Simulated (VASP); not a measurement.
Data:

```yaml
crystal:
  lattice:
    - [0.00000, 2.89328, 2.89328]
    - [2.89328, 0.00000, 2.89328]
    - [2.89328, 2.89328, 0.00000]
  atoms:
    - { symbol: Na, position: [0.00000, 0.00000, 0.00000] }
    - { symbol: Cl, position: [0.50000, 0.50000, 0.50000] }
```

All values below come from PBE GGA, VASP's PBE PAW potentials (set 64) (plane waves; VASP 6.6.1). Run with PREC = Normal, 500 eV cut-off, 4×4×4 Γ-centred mesh, Gaussian smearing of 0.010 eV, potentials Na_sv_GW Cl_GW.

Question: Predict the energy per atom (σ→0), pressure, band gap (on the k-mesh) with the smallest direct gap where there is one.

Answer: 
The band gap (on the k-mesh) is 4.83 eV and the smallest direct gap (on the k-mesh) is 4.83 eV. The energy per atom (σ→0) is -4.426 eV/atom and the pressure is -1.20 GPa.

Only differences to runs with the same potentials and settings are physical.

The compound is NaCl in the rock salt structure. This cell is one point of a volume scan, at 1.08 of the reference volume. The k-mesh is coarse (spacing up to 0.47 per Å, 2π included), so the numbers may not be converged in it.
